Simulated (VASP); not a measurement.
A convergence study with VASP on Cl (space group no. 64 when undisturbed): one setting is varied, all else stays as given below, so the limit is that of these other settings. One atom is moved off its site, so that forces are finite.

```yaml
crystal:
  lattice:
    - [2.24672, -3.12936, 0.00000]
    - [2.24672, 3.12936, 0.00000]
    - [0.00000, 0.00000, 8.28478]
  atoms:
    - { symbol: Cl, position: [0.87700, 0.87700, 0.90304] }
    - { symbol: Cl, position: [0.62300, 0.62300, 0.39700] }
    - { symbol: Cl, position: [0.37700, 0.37700, 0.60300] }
    - { symbol: Cl, position: [0.12300, 0.12300, 0.10300] }
```

The numbers are results of PBEsol GGA, VASP's PBE PAW potentials (set 64) (plane waves; VASP 6.6.1), not measurements. The tightest run used: 300 eV cut-off, 18×18×8 Γ-centred mesh, Fermi-Dirac smearing of 0.010 eV, potentials Cl.

Gaps are read on the run's mesh, which can miss a band edge.

```csv
setting,E (eV/atom),pressure (GPa),largest force (eV/Å),gap on the mesh (eV),irreducible k-points
2×2×1 mesh,-1.9875,-1.53,0.550,2.446,3
3×3×1 mesh,-2.0014,-1.64,0.479,2.447,4
3×3×2 mesh,-1.9889,-1.50,0.550,2.443,8
```

Task: These are the cheaper rows. Estimate the results at 18×18×8 mesh, and how far the last row shown lies from them.

Result: 
| quantity | tightest run | last row shown is off by |
|---|---|---|
| E (eV/atom) | -1.9882 | -0.0007 |
| pressure (GPa) | -1.48 | -0.02 |
| largest force (eV/Å) | 0.539 | 0.011 |
| gap on the mesh (eV) | 2.418 | 0.024 |

Left out are rungs that failed or repeat a setting and relaxations that didn't move; long series are thinned to 24 rows.

The structure is a typed Cl crystal (space group no. 64). The cell was not relaxed at this level, it is distorted from the ideal structure.
